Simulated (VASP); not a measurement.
Computed with PBE GGA, VASP's PBE PAW potentials (set 64) (plane waves; VASP).

The input files of a VASP run:

### KPOINTS
```
Regular mesh
0
Gamma
16 16 9
0 0 0
```

INCAR:
```
SYSTEM  =  Be
PREC  =  Accurate; ENCUT  =  400; LREAL  =  F
LASPH  =  T; ISYM  =  0
EDIFF  =  1E-6; NELM  =  100; ALGO  =  Normal
ISMEAR  =  1; SIGMA  =  0.1
GGA  =  PE
ISIF  =  2
LWAVE  =  F; LCHARG  =  F
```

**POSCAR**
```
Be
1.0
  1.1687560000  -1.9896340000   0.0000000000
  1.1687560000   1.9896340000   0.0000000000
  0.0000000000   0.0000000000   3.5425540000
Be
2
Direct
  0.3333330000   0.6666670000   0.2500000000
  0.6779650000   0.3446310000   0.7500000000
```

POTCAR, in this order: Be (PBE.64 set). Program: vasp_std.

### Question
Predict the energy per atom (σ→0), pressure, largest force, band gap (on the k-mesh).

### Answer

The energy per atom (σ→0) comes out as -3.759 eV/atom. The band gap (on the k-mesh) comes out as none (metal, semimetal or under 0.01 eV) and the pressure is -41.8 kbar. The largest force is 0.101 eV/Å.

OSZICAR:
```
...
DAV:   4    -0.757656482997E+01   -0.19593E-04   -0.19593E-04 20730   0.110E-01
DAV:   5    -0.757656485061E+01   -0.20645E-07   -0.19643E-07 17220   0.151E-03    0.119E+00
DAV:   6    -0.753455100177E+01    0.42014E-01   -0.54864E-03 15864   0.103E+00    0.727E-01
DAV:   7    -0.751718021588E+01    0.17371E-01   -0.64042E-03 16062   0.108E+00    0.262E-02
DAV:   8    -0.751716219171E+01    0.18024E-04   -0.13965E-05 20226   0.426E-02    0.871E-03
DAV:   9    -0.751716116086E+01    0.10308E-05   -0.25392E-06 16968   0.200E-02    0.910E-04
DAV:  10    -0.751716105924E+01    0.10162E-06   -0.40672E-09 10542   0.669E-04
   1 F= -.75171611E+01 E0= -.75171436E+01  d E =-.524359E-04
```

The compound is Be in the hcp structure. The cell was not relaxed at this level, atoms are displaced from their ideal sites. The run is one of a series of settings (ISYM = 0 against the base run), some of them coarse on purpose.
